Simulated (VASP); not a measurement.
The system is AsPb.

```
As Pb
1.0
     3.71376    0.00000    0.00000
     0.00000    3.71376    0.00000
     0.00000    0.00000    3.71376
As Pb
1 1
Direct
  0.50000 0.50000 0.50000
  0.00000 0.00000 0.00000
```

The cell was built by a generator and needn't be a form met in nature.

```yaml
Program: VASP 6.6.1
Task: single point
Functional: PBE
Potentials_or_basis: VASP PAW PBE potentials, release 64 (As, Pb_d)
Cutoff: 520 eV
k_mesh: 7 × 7 × 7
Occupations: fermi-dirac, width 0.05 eV
Spin: no spin polarisation
```

On this cell: pressure 0.3 GPa; largest force zero by symmetry; band gap on the k mesh none (metal or under the smearing width).

The same run follows on a disturbed copy (atoms moved at random, drawn with an rms of 0.05 Å):

```
As Pb
1.0
     3.71376    0.00000    0.00000
     0.00000    3.71376    0.00000
     0.00000    0.00000    3.71376
As Pb
1 1
Direct
  0.49605 0.49457 0.49130
  0.00645 0.00140 0.00255
```

Task: What does the disturbed cell give?

Result: The energy (extrapolated to zero smearing) moves by +0.8 meV/atom; pressure 0.4 GPa; largest force 0.048 eV/Å; band gap on the k mesh none (metal or under the smearing width).

Forces on the atoms (eV/Å):
```
As   0.030  0.019  0.032
Pb  -0.030 -0.019 -0.032
```
